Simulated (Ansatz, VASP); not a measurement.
# ZnO (zincite) in two plane-wave programs, part 3 of 3

Wanted: the spread between two codes on one cell, functional and k mesh. The cell is taken from a series of runs on this material, whose earlier steps may have relaxed, scaled, displaced or heated it; both programs get it as it stands.

VASP 6.6.1 and Ansatz 0.2.0.

So far: The structure; Ansatz: zone-centre phonons, PBE; VASP: zone-centre phonons, PBE.

## Step 3: VASP: zone-centre phonons, PBE (continued)

Level of this step: PBE; plane waves and PAW (O, Zn) (VASP).

Numbers of over 12 decimals in the logs are rounded to 6 here.

OUTCAR, selected parts (step 3):

```text
ion  position               nearest neighbor table
   1  0.667  0.333  0.379-   3 1.96   3 1.96   3 1.96   4 1.97
   2  0.333  0.667  0.879-   4 1.96   4 1.96   4 1.96   3 1.97
   3  0.333  0.667  0.500-   1 1.96   1 1.96   1 1.96   2 1.97
   4  0.667  0.333  1.000-   2 1.96   2 1.96   2 1.96   1 1.97

  LATTYP: Found a hexagonal cell.
 ALAT       =     3.2134072753
 C/A-ratio  =     1.6134775466

 Subroutine GETGRP returns: Found 12 space group operations
 (whereof  6 operations were pure point group operations)

The static configuration has the point symmetry C_3v.
 The point group associated with its full space group is C_6v.

 Found    162 irreducible k-points:

   k-points           NKPTS =    162   k-points in BZ     NKDIM =    162   number of bands    NBANDS=     24

   dimension x,y,z NGX =    28 NGY =   28 NGZ =   42
   dimension x,y,z NGXF=    56 NGYF=   56 NGZF=   84

   ENCUT  =  600.0 eV  44.10 Ry    6.64 a.u.   6.42  6.42 10.36*2*pi/ulx,y,z

   NELECT =      36.0000    total number of electrons

 k-points in reciprocal lattice and weights: Automatic mesh
   0.00000000  0.00000000  0.00000000       0.000
   0.06666667 -0.00000000  0.00000000       0.003
   0.13333333 -0.00000000  0.00000000       0.003
   0.20000000 -0.00000000  0.00000000       0.003
   0.26666667 -0.00000000  0.00000000       0.003
   0.33333333  0.00000000  0.00000000       0.003
   0.40000000 -0.00000000  0.00000000       0.003
   0.46666667  0.00000000  0.00000000       0.003
   0.06666667  0.06666667  0.00000000       0.003
[...]
-1.606703638  2.782892333  0.000000000     0.000000000  0.359338372  0.000000000
     0.000000000  0.000000000  5.184760487     0.000000000  0.000000000  0.192872940

 POSITION                                       TOTAL-FORCE (eV/Angst)
 -----------------------------------------------------------------------------------
      1.60670      0.92763      1.96530        -0.000000     -0.000000     -0.000654
     -0.00000      1.85526      4.55768         0.000000      0.000000     -0.000654
     -0.00000      1.85526      2.59216         0.000000     -0.000000      0.000654
      1.60670      0.92763      5.18454        -0.000000     -0.000000      0.000654
 -----------------------------------------------------------------------------------
    total drift:                               -0.000000     -0.000000     -0.001514

 MACROSCOPIC STATIC DIELECTRIC TENSOR (including local field effects in DFT)
 ------------------------------------------------------
           5.042431    -0.000000     0.000000
          -0.000000     5.042431     0.000000
           0.000000     0.000000     5.056301
 ------------------------------------------------------

 PIEZOELECTRIC TENSOR (including local field effects)  for field in x, y, z        (C/m^2)
          XX          YY          ZZ          XY          YZ          ZX
  --------------------------------------------------------------------------------
  x     0.00000    -0.00000     0.00000     0.00000    -0.00000     0.40630
  y     0.00000     0.00000    -0.00000     0.00000     0.40630    -0.00000
  z     0.38245     0.38245    -0.77497    -0.00000     0.00000     0.00000

 BORN EFFECTIVE CHARGES (including local field effects) (in |e|, cummulative output)
 ---------------------------------------------------------------------------------
 ion    1
    1    -2.09581     0.00000    -0.00000
    2     0.00000    -2.09581     0.00000
    3     0.00000    -0.00000    -2.14886
 ion    2
    1    -2.09581     0.00000     0.00000
    2     0.00000    -2.09581     0.00000
    3     0.00000     0.00000    -2.14886
 ion    3
    1     2.09581    -0.00000    -0.00000
    2    -0.00000     2.09581     0.00000
    3     0.00000     0.00000     2.14886
 ion    4
    1     2.09581    -0.00000     0.00000
    2    -0.00000     2.09581     0.00000
    3    -0.00000     0.00000     2.14886

 Eigenvectors and eigenvalues of the dynamical matrix
 ----------------------------------------------------

   1 f  =   16.740872 THz   105.186001 2PiTHz  558.415382 cm-1    69.234652 meV
             X         Y         Z           dx          dy          dz
      1.606704  0.927631  1.965301    -0.000000    0.000000    0.697307
     -0.000000  1.855262  4.557681     0.000000   -0.000000   -0.697307
     -0.000000  1.855262  2.592155     0.000000   -0.000000    0.117315
      1.606704  0.927631  5.184535    -0.000000    0.000000   -0.117315

   2 f  =   13.625269 THz    85.610092 2PiTHz  454.490062 cm-1    56.349561 meV
             X         Y         Z           dx          dy          dz
      1.606704  0.927631  1.965301    -0.522849    0.385044   -0.000000
     -0.000000  1.855262  4.557681     0.522849   -0.385044    0.000000
     -0.000000  1.855262  2.592155     0.225416   -0.166004    0.000000
      1.606704  0.927631  5.184535    -0.225416    0.166004    0.000000

   3 f  =   13.625269 THz    85.610092 2PiTHz  454.490062 cm-1    56.349561 meV
             X         Y         Z           dx          dy          dz
      1.606704  0.927631  1.965301     0.385044    0.522849    0.000000
     -0.000000  1.855262  4.557681    -0.385044   -0.522849    0.000000
     -0.000000  1.855262  2.592155    -0.166004   -0.225416   -0.000000
      1.606704  0.927631  5.184535     0.166004    0.225416   -0.000000

   4 f  =   12.599413 THz    79.164449 2PiTHz  420.271193 cm-1    52.106964 meV
             X         Y         Z           dx          dy          dz
      1.606704  0.927631  1.965301    -0.510374    0.375858    0.000000
     -0.000000  1.855262  4.557681    -0.510374    0.375858    0.000000
     -0.000000  1.855262  2.592155     0.252390   -0.185869   -0.000000
      1.606704  0.927631  5.184535     0.252390   -0.185869   -0.000000

   5 f  =   12.599413 THz    79.164449 2PiTHz  420.271193 cm-1    52.106964 meV
             X         Y         Z           dx          dy          dz
      1.606704  0.927631  1.965301    -0.375858   -0.510374    0.000000
     -0.000000  1.855262  4.557681    -0.375858   -0.510374    0.000000
     -0.000000  1.855262  2.592155     0.185869    0.252390   -0.000000
      1.606704  0.927631  5.184535     0.185869    0.252390   -0.000000

   6 f  =   11.997479 THz    75.382382 2PiTHz  400.192815 cm-1    49.617563 meV
             X         Y         Z           dx          dy          dz
      1.606704  0.927631  1.965301    -0.000000   -0.000000   -0.633439
     -0.000000  1.855262  4.557681    -0.000000   -0.000000   -0.633439
     -0.000000  1.855262  2.592155     0.000000    0.000000    0.314253
      1.606704  0.927631  5.184535     0.000000    0.000000    0.314253

   7 f  =    7.812813 THz    49.089349 2PiTHz  260.607375 cm-1    32.311182 meV
             X         Y         Z           dx          dy          dz
      1.606704  0.927631  1.965301     0.000000    0.000000    0.117315
     -0.000000  1.855262  4.557681     0.000000    0.000000   -0.117315
     -0.000000  1.855262  2.592155    -0.000000   -0.000000   -0.697307
      1.606704  0.927631  5.184535     0.000000   -0.000000    0.697307

   8 f  =    2.350181 THz    14.766622 2PiTHz   78.393596 cm-1     9.719563 meV
             X         Y         Z           dx          dy          dz
      1.606704  0.927631  1.965301    -0.225416    0.166003   -0.000000
     -0.000000  1.855262  4.557681     0.225416   -0.166003   -0.000000
     -0.000000  1.855262  2.592155    -0.522851    0.385042   -0.000000
      1.606704  0.927631  5.184535     0.522851   -0.385042   -0.000000

   9 f  =    2.350181 THz    14.766622 2PiTHz   78.393596 cm-1     9.719563 meV
             X         Y         Z           dx          dy          dz
      1.606704  0.927631  1.965301    -0.166003   -0.225416    0.000000
     -0.000000  1.855262  4.557681     0.166003    0.225416    0.000000
     -0.000000  1.855262  2.592155    -0.385042   -0.522851    0.000000
      1.606704  0.927631  5.184535     0.385042    0.522851    0.000000

  10 f/i=    0.001390 THz     0.008733 2PiTHz    0.046364 cm-1     0.005748 meV
             X         Y         Z           dx          dy          dz
      1.606704  0.927631  1.965301    -0.024719    0.312470    0.000000
     -0.000000  1.855262  4.557681    -0.024719    0.312470    0.000000
     -0.000000  1.855262  2.592155    -0.049986    0.631865    0.000000
      1.606704  0.927631  5.184535    -0.049986    0.631865    0.000000

  11 f/i=    0.001390 THz     0.008733 2PiTHz    0.046364 cm-1     0.005748 meV
             X         Y         Z           dx          dy          dz
      1.606704  0.927631  1.965301    -0.312470   -0.024719   -0.000000
     -0.000000  1.855262  4.557681    -0.312470   -0.024719   -0.000000
     -0.000000  1.855262  2.592155    -0.631865   -0.049986   -0.000000
      1.606704  0.927631  5.184535    -0.631865   -0.049986   -0.000000

  12 f/i=    0.013963 THz     0.087729 2PiTHz    0.465741 cm-1     0.057744 meV
             X         Y         Z           dx          dy          dz
      1.606704  0.927631  1.965301     0.000000    0.000000   -0.314253
     -0.000000  1.855262  4.557681     0.000000    0.000000   -0.314253
     -0.000000  1.855262  2.592155     0.000000    0.000000   -0.633439
      1.606704  0.927631  5.184535     0.000000    0.000000   -0.633439

 MACROSCOPIC STATIC DIELECTRIC TENSOR IONIC CONTRIBUTION
 ------------------------------------------------------
           4.106964    -0.000000    -0.000000
          -0.000000     4.106964     0.000000
          -0.000000     0.000000     4.752370
 ------------------------------------------------------

 ELASTIC MODULI CONTR FROM IONIC RELAXATION (kBar)
 Direction    XX          YY          ZZ          XY          YZ          ZX
 --------------------------------------------------------------------------------
 XX        -938.4343    361.7109    571.5200      0.0000      0.0000     -0.0000
 YY         361.7109   -938.4343    571.5200      0.0000     -0.0000      0.0000
 ZZ         571.5200    571.5200  -1132.7269     -0.0000      0.0000     -0.0000
 XY           0.0000      0.0000     -0.0000   -650.0726      0.0000     -0.0000
 YZ           0.0000      0.0000      0.0000      0.0000   -259.4866      0.0000
 ZX          -0.0000      0.0000     -0.0000     -0.0000      0.0000   -254.8636
 --------------------------------------------------------------------------------

 PIEZOELECTRIC TENSOR IONIC CONTR  for field in x, y, z        (C/m^2)
          XX          YY          ZZ          XY          YZ          ZX
  --------------------------------------------------------------------------------
  x    -0.00000     0.00000    -0.00000    -0.00000     0.00000    -0.96269
  y    -0.00000    -0.00000     0.00000     0.00000    -0.97138     0.00000
  z    -1.10153    -1.10153     2.18318     0.00000    -0.00000     0.00000
```

With a direct gap this small, the dielectric response converges slowly with the mesh, so tensor and charges are uncertain; a mesh that holds the point of the least gap tends to give too large a tensor.

## Step 4: Side by side

Known differences besides the potentials themselves: fixed occupations in Ansatz, narrow Gaussian smearing in VASP; VASP's response is taken on the typed mesh, Ansatz refines its own for the field response alone; the cutoff is 420 eV in Ansatz and 600 eV in VASP; VASP's log repeats an internal error in its field response. Total energies have different zeros and are not compared.

Both answers:

| quantity | Ansatz | VASP | difference |
| --- | --- | --- | --- |
| ε∞ xx | 4.99 | 5.04 | -1.00 % |
| ε∞ yy | 4.99 | 5.04 | -1.00 % |
| ε∞ zz | 5.05 | 5.06 | -0.13 % |
| Born charge of O1 (mean of the diagonal) (e) | -2.11 | -2.11 | 0.00 |
| Born charge of Zn3 (mean of the diagonal) (e) | 2.11 | 2.11 | 0.00 |
| optical mode 1 to 2 (cm⁻¹) | 80.8 | 78.4 | +3.13 % |
| optical mode 3 (cm⁻¹) | 258.2 | 260.6 | -0.92 % |
| optical mode 4 (cm⁻¹) | 392.0 | 400.2 | -2.05 % |
| optical mode 5 to 6 (cm⁻¹) | 412.3 | 420.3 | -1.91 % |
| optical mode 7 to 8 (cm⁻¹) | 445.6 | 454.5 | -1.95 % |
| optical mode 9 (cm⁻¹) | 552.8 | 558.4 | -1.01 % |

Modes are paired by rising frequency, not by their patterns, so a pair may set unlike modes beside each other; they are those without the splitting of longitudinal modes.

## Step 5: Summary of results

| Quantity | Value |
| --- | --- |
| r.m.s. difference of the optical zone-centre modes, each program's sorted by frequency (zone-centre phonons, PBE) | 6.7 cm⁻¹ |
| difference in optical mode 1 to 2 (zone-centre phonons, PBE) | +3.1 % |

In words: The r.m.s. difference of the optical zone-centre modes, each program's sorted by frequency is 6.7 cm⁻¹ (zone-centre phonons, PBE). Among the rows given in per cent, the largest difference of the zone-centre phonons, PBE pair is in optical mode 1 to 2, +3.1 %. Such differences can come from data sets, numerical settings and the points named under the comparisons, not from the functional's error against experiment.

[Lines on the potential files, build, host, timing and source positions are cut from VASP's logs without a mark.]

[Logs are printed without paths, hosts, clocks, repeated set-up lines and the standing remarks that a program may print on its own settings, such as how far it seeks lower states.]

[Hosts, paths, dates, database ids (printed as entryN), source tags and the programs' standing remarks are cut or masked in the printed files.]
